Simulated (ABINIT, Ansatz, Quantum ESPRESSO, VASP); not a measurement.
**SiTe: 4 runs at one level of theory**

```xyz
2
Lattice="3.7143 0.0000 0.0000 -1.8572 3.2167 0.0000 0.0000 0.0000 4.9764" Properties=species:S:1:pos:R:3 pbc="T T T"
Si    0.0000    0.0000    2.4882
Te    0.0000    0.0000    0.0000
```

The cell comes from a database or a generator and needn't be the stable form of this composition.

Alike in all runs: task single point; functional PBE; k mesh 8 × 8 × 6; occupations fermi-dirac, width 0.05 eV; no spin polarisation; no spin-orbit coupling. Pressure is positive in compression and, in plane waves, holds the error of the finite cutoff, which Ansatz's Pulay term estimates and takes out.

```tsv
program and potentials	plane-wave cutoff (eV)	notes	pressure (GPa)
ABINIT, JTH PAW PBE v2.0	408	5 valence electrons an atom on average	1.45
Quantum ESPRESSO, SSSP 1.3 efficiency PBE	748	5 valence electrons an atom on average	1.49
Ansatz, Ansatz PAW (earlier soft set)	420	10 valence electrons an atom on average	0.97
VASP, PBE PAW files Si, Te, 520 eV	520	5 valence electrons an atom on average	1.00
```

The pressure spans 0.97 (Ansatz, Ansatz PAW (earlier soft set)) to 1.49 GPa (Quantum ESPRESSO, SSSP 1.3 efficiency PBE).

Differences between rows come from potentials, basis sets and numerical settings, since the functional is the same but for its coding. Runs on potential files found faulty are left out.
